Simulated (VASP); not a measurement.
Energy against volume of MgS (rock salt). Computed with PBE GGA, VASP's PBE PAW potentials (set 64) (plane waves; VASP).

```tsv
V (Å³/atom)	E (eV/atom)
16.739	-4.23471
17.274	-4.24752
17.808	-4.25159
18.342	-4.24816
18.876	-4.23829
```

Problem. Fit a third-order Birch-Murnaghan equation of state.

Solution. 
```json
{
 "volume_per_atom": "17.82 Å³/atom",
 "bulk_modulus": "74.7 GPa",
 "pressure_derivative_of_the_bulk_modulus": "4.09",
 "lattice_constant_a": "5.224 Å"
}
```

Measured: bulk modulus 81.0 GPa at 0 K (computed value off by -7.8 %), a 5.188 Å at 0 K (computed value off by +0.7 %), as given by Tamar Goldzak et al., The Journal of Chemical Physics (2022), arXiv:2208.04865 [corrected for zero-point motion].

The compound is MgS in the rock salt structure. It was relaxed first.
